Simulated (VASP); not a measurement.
All values below come from LDA (Ceperley-Alder, Perdew-Zunger), VASP's LDA PAW potentials (set 64) (plane waves; VASP 6.6.1).

VASP ran on this input.

File POSCAR:
```
SrTe
1.0
  0.0000000000   2.9752957197   2.9752957197
  2.9752957197   0.0000000000   2.9752957197
  2.9752957197   2.9752957197   0.0000000000
Sr Te
1 1
direct
  0.0000000000   0.0000000000   0.0000000000
  0.5000000000   0.5000000000   0.5000000000
```

**KPOINTS**
```
K-points
0
gamma
 8 8 8
```

INCAR:
```
! general
SYSTEM  = SrTe
PREC    = Accurate
ENCUT   = 500
LREAL   = .False.
LASPH   = .True.

! electronic loop
EDIFF   = 1E-6
NELM    = 100
ALGO    = Normal
LMAXMIX = 4

! smearing
ISMEAR  = 0
SIGMA   = 0.05

! ions
IBRION  = 2
NSW     = 40
ISIF    = 3
EDIFFG  = -0.02
PSTRESS = 300

! output
LWAVE   = .False.
LCHARG  = .False.
```

POTCAR, in this order: Sr_sv Te (LDA.64 set). Program: vasp_std.

Q: What will the output report for the number of irreducible k-points (NKPTS), largest plane-wave count, number of space-group operations, FFT grid (NGX, NGY, NGZ)?

A: 
| Property | Result |
|---|---|
| number of irreducible k-points (NKPTS) | 29 |
| largest plane-wave count | 1363 |
| number of space-group operations | 48 |
| FFT grid (NGX, NGY, NGZ) | 32 × 32 × 32 |

The compound is SrTe in the rock salt structure. This run relaxes it under an external pressure of 30 GPa. Symmetry was kept, so distortions that lower it aren't found.
